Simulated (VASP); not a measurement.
Output of a VASP run:

File OSZICAR:
```
       N       E                     dE             d eps       ncg     rms          rms(c)
DAV:   1     0.141029818639E+03    0.14103E+03   -0.88840E+03  2888   0.169E+03
DAV:   2    -0.120943213378E+02   -0.15312E+03   -0.14657E+03  3004   0.421E+02
DAV:   3    -0.243318424569E+02   -0.12238E+02   -0.11891E+02  3524   0.116E+02
DAV:   4    -0.249281517874E+02   -0.59631E+00   -0.59555E+00  4088   0.244E+01
DAV:   5    -0.249419498215E+02   -0.13798E-01   -0.13795E-01  3612   0.331E+00    0.183E+01
DAV:   6    -0.200373126415E+02    0.49046E+01   -0.32660E+01  3536   0.716E+01    0.671E+00
DAV:   7    -0.197292916865E+02    0.30802E+00   -0.36442E+00  3476   0.244E+01    0.483E+00
DAV:   8    -0.197632915177E+02   -0.34000E-01   -0.92711E-01  3180   0.139E+01    0.283E+00
DAV:   9    -0.196991796621E+02    0.64112E-01   -0.16758E-01  3200   0.630E+00    0.110E+00
DAV:  10    -0.196944869364E+02    0.46927E-02   -0.71861E-02  3192   0.403E+00    0.495E-01
DAV:  11    -0.196931913491E+02    0.12956E-02   -0.64034E-03  3280   0.117E+00    0.134E-01
DAV:  12    -0.196930913176E+02    0.10003E-03   -0.90781E-04  4028   0.461E-01    0.361E-02
DAV:  13    -0.196930865168E+02    0.48009E-05   -0.95426E-05  3632   0.132E-01    0.128E-02
DAV:  14    -0.196930862145E+02    0.30225E-06   -0.63551E-06  3276   0.310E-02    0.226E-03
DAV:  15    -0.196930861680E+02    0.46562E-07   -0.35295E-07  3364   0.672E-03
   1 F= -.19693086E+02 E0= -.19693203E+02  d E =0.349159E-03
```

### OUTCAR
```
------------------------ aborting loop because EDIFF is reached ----------------------------------------
  FORCE on cell =-STRESS in cart. coord.  units (eV):
  Direction    XX          YY          ZZ          XY          YZ          ZX
  --------------------------------------------------------------------------------------
  Total        0.0074669      0.0074669      0.0074669      0.0000000      0.0000000      0.0000000
  in kB        0.6236921      0.6236921      0.6236921      0.0000000      0.0000000      0.0000000
  external PRESSURE =       0.6236921 kB  Pullay stress =       0.0000000 kB
  volume of cell :       19.18
      direct lattice vectors                 reciprocal lattice vectors
     0.000000000  2.124629289  2.124629289    -0.235335172  0.235335172  0.235335172
     2.124629289  0.000000000  2.124629289     0.235335172 -0.235335172  0.235335172
     2.124629289  2.124629289  0.000000000     0.235335172  0.235335172 -0.235335172
 POSITION                                       TOTAL-FORCE (eV/Angst)
 -----------------------------------------------------------------------------------
      0.00000      0.00000      0.00000         0.000000     -0.000000      0.000000
      2.12463      2.12463      2.12463        -0.000000      0.000000      0.000000
 -----------------------------------------------------------------------------------
    total drift:                                0.000000     -0.000000     -0.000000
  FREE ENERGIE OF THE ION-ELECTRON SYSTEM (eV)
  ---------------------------------------------------
  free  energy   TOTEN  =       -19.6930861680 eV

  energy  without entropy=      -19.6934353272  energy(sigma->0) =      -19.69320255
```
(Selected blocks of OUTCAR.)

### POSCAR
```
TiN
1
    0.0000000000     2.1246292889     2.1246292889
    2.1246292889     0.0000000000     2.1246292889
    2.1246292889     2.1246292889     0.0000000000
Ti N
1 1
Direct
  0.0000000000   0.0000000000   0.0000000000
  0.5000000000   0.5000000000   0.5000000000
```

Write an INCAR and KPOINTS that could have produced this output.

This is not unique; one that fits is the input of the run itself, PW91 GGA, plane waves, VASP's PBE PAW potentials (set 64).

**INCAR**
```
# general
SYSTEM =TiN
PREC   =Accurate
ENCUT  =520
LREAL  =.FALSE.
LASPH  =.TRUE.

# electronic loop
EDIFF  =1E-7
NELM   =100
ALGO   =Normal
LMAXMIX=4

# smearing
ISMEAR =1
SIGMA  =0.1

# functional
GGA    =91

# ions
ISIF   =2

# output
LWAVE  =.FALSE.
LCHARG =.FALSE.
```

### KPOINTS
```
Automatic mesh
0
Gamma
15 15 15
0 0 0
```

POTCAR, in this order: Ti_sv N (PBE.64 set). Program: vasp_std.

The compound is TiN in the rock salt structure. It was relaxed first. The electron count is odd and the run is not spin-polarised, which forces a metal.
